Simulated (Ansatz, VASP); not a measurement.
**Two plane-wave programs on MgHgBr3**

```
CELL_PARAMETERS angstrom
5.04548 0.00000 0.00000
0.00000 5.04548 0.00000
0.00000 0.00000 7.97842
ATOMIC_POSITIONS crystal
Mg 0.00000 0.00000 0.30418
Hg 0.50000 0.50000 0.67259
Br 0.00000 0.50000 0.39293
Br 0.50000 0.50000 0.00996
Br 0.50000 0.00000 0.39293
```

Change from the starting cell: species swapped into the PrBPt3 type (P4mm, No. 99).

Alike in both runs: functional PBE; k mesh 8 × 8 × 6; occupations gaussian, width 0.1 eV; no spin polarisation.

Ansatz relaxed the structure, and its values are those at the end. VASP's run is a single point on that final structure, the one shown.

|  | VASP | Ansatz |
| --- | --- | --- |
| version | VASP 6.6.1 | Ansatz 0.2.0 |
| potentials or method | VASP PAW PBE potentials, release 64 (Mg, Hg, Br) | scalar-relativistic, plane waves, PAW |
| plane-wave cutoff (eV) | 520 | 420 |
| valence electrons in the cell | 35 | 51 |

Ansatz gave:

- gap on the k mesh at the Fermi level (eV): none
- pressure (GPa): 0.0
- rms of the force components (eV/Å): 0.001

**Question.** Which values does VASP return?

**Answer.** gap on the k mesh at the Fermi level (eV): none; pressure (GPa): 0.0; rms of the force components (eV/Å): 0.012.

A gap of «none» marks a metal or a gap that the smearing closes. The two sets of potentials don't hold the same shells in valence. Ansatz warned: «xc_potential_rough_in_thin_density».

Caveats: an odd number of electrons without spin polarisation forces a metal; a magnetic or distorted state may lie lower. The runs have no spin-orbit coupling, so splittings on Hg are missing.
